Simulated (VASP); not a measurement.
All values below come from PBE GGA, VASP's PBE PAW potentials (set 64) (plane waves; VASP).

VASP ran on this input.

**POSCAR**
```
LiH
1
    0.0000000000     1.9991872381     1.9991872381
    1.9991872381     0.0000000000     1.9991872381
    1.9991872381     1.9991872381     0.0000000000
Li H
1 1
Direct
  0.0000000000   0.0000000000   0.0000000000
  0.5000000000   0.5000000000   0.5000000000
```

File KPOINTS:
```
Automatic mesh
0
gamma
13 13 13
```

### INCAR
```
# general
SYSTEM = LiH
PREC   = Accurate
ENCUT  = 520
LREAL  = .FALSE.
LASPH  = .TRUE.

# electronic loop
EDIFF  = 1E-7
NELM   = 100
ALGO   = Normal

# smearing
ISMEAR = -5

# functional
GGA    = PE

# ions
ISIF   = 2

# output
LWAVE  = .FALSE.
LCHARG = .TRUE.
LORBIT = 11
NEDOS  = 601
```

POTCAR, in this order: Li_sv H (PBE.64 set). Program: vasp_std.

The run wrote:

OUTCAR:
```
 ion  position               nearest neighbor table
   1  0.000  0.000  0.000-
   2  0.500  0.500  0.500-
  LATTYP: Found a face centered cubic cell.
 ALAT       =     3.9983744762
 Subroutine PRICEL returns:
 Original cell was already a primitive cell.
 Subroutine GETGRP returns: Found 48 space group operations
The static configuration has the point symmetry O_h .
The dynamic configuration has the point symmetry O_h .
 Subroutine INISYM returns: Found 48 space group operations
 Subroutine IBZKPT returns following result:
 Found     84 irreducible k-points:

 Following reciprocal coordinates:
            Coordinates               Weight
  0.000000  0.000000  0.000000      1.000000
  0.076923  0.000000  0.000000      8.000000
  0.153846  0.000000  0.000000      8.000000
  0.230769  0.000000  0.000000      8.000000
  0.307692  0.000000  0.000000      8.000000
  0.384615  0.000000  0.000000      8.000000
  0.461538  0.000000  0.000000      8.000000
  0.076923  0.076923  0.000000      6.000000
  0.153846  0.076923  0.000000     24.000000
...
```

### OSZICAR
```
       N       E                     dE             d eps       ncg     rms          rms(c)
DAV:   1    -0.499892581822E+00   -0.49989E+00   -0.14286E+03  1032   0.595E+02
DAV:   2    -0.628662916132E+01   -0.57867E+01   -0.56690E+01  1428   0.704E+01
DAV:   3    -0.636915620018E+01   -0.82527E-01   -0.82527E-01  1194   0.847E+00
DAV:   4    -0.637000456467E+01   -0.84836E-03   -0.84836E-03  1428   0.745E-01
DAV:   5    -0.637000904348E+01   -0.44788E-05   -0.44788E-05  1206   0.356E-02    0.288E+00
DAV:   6    -0.618679676479E+01    0.18321E+00   -0.15449E-01  1182   0.179E+00    0.145E+00
DAV:   7    -0.612518270157E+01    0.61614E-01   -0.20499E-01  1302   0.230E+00    0.222E-01
DAV:   8    -0.612706013924E+01   -0.18774E-02   -0.55859E-03  1176   0.661E-01    0.438E-02
DAV:   9    -0.612701402176E+01    0.46117E-04   -0.26882E-04  1500   0.943E-02    0.984E-03
DAV:  10    -0.612700914556E+01    0.48762E-05   -0.64075E-06  1146   0.226E-02    0.218E-03
DAV:  11    -0.612700807828E+01    0.10673E-05   -0.35524E-07  1416   0.558E-03    0.717E-04
DAV:  12    -0.612700694622E+01    0.11321E-05   -0.12673E-08   546   0.129E-03    0.824E-04
DAV:  13    -0.612700740646E+01   -0.46024E-06   -0.19530E-08   546   0.921E-04    0.653E-05
DAV:  14    -0.612700744682E+01   -0.40358E-07   -0.84628E-10   504   0.283E-04
   1 F= -.61270074E+01 E0= -.61270074E+01  d E =0.000000E+00
```

### OUTCAR
```
------------------------ aborting loop because EDIFF is reached ----------------------------------------
  FORCE on cell =-STRESS in cart. coord.  units (eV):
  Direction    XX          YY          ZZ          XY          YZ          ZX
  --------------------------------------------------------------------------------------
  Total       -0.0013884     -0.0013884     -0.0013884     -0.0000000      0.0000000      0.0000000
  in kB       -0.1391994     -0.1391994     -0.1391994     -0.0000000      0.0000000      0.0000000
  external PRESSURE =      -0.1391994 kB  Pullay stress =       0.0000000 kB
  volume of cell :       15.98
      direct lattice vectors                 reciprocal lattice vectors
     0.000000000  1.999187238  1.999187238    -0.250101637  0.250101637  0.250101637
     1.999187238  0.000000000  1.999187238     0.250101637 -0.250101637  0.250101637
     1.999187238  1.999187238  0.000000000     0.250101637  0.250101637 -0.250101637
  FREE ENERGIE OF THE ION-ELECTRON SYSTEM (eV)
  ---------------------------------------------------
  free  energy   TOTEN  =        -6.1270074468 eV

  energy  without entropy=       -6.1270074468  energy(sigma->0) =       -6.12700745

 total charge

# of ion       s       p       d       tot
------------------------------------------
    1        2.021   0.061   0.000   2.082
    2        0.546   0.002   0.000   0.547
--------------------------------------------------
tot          2.567   0.063   0.000   2.629
```
(Selected blocks of OUTCAR.)

The compound is LiH in the rock salt structure. It was relaxed first, which changed the volume by -6 %.
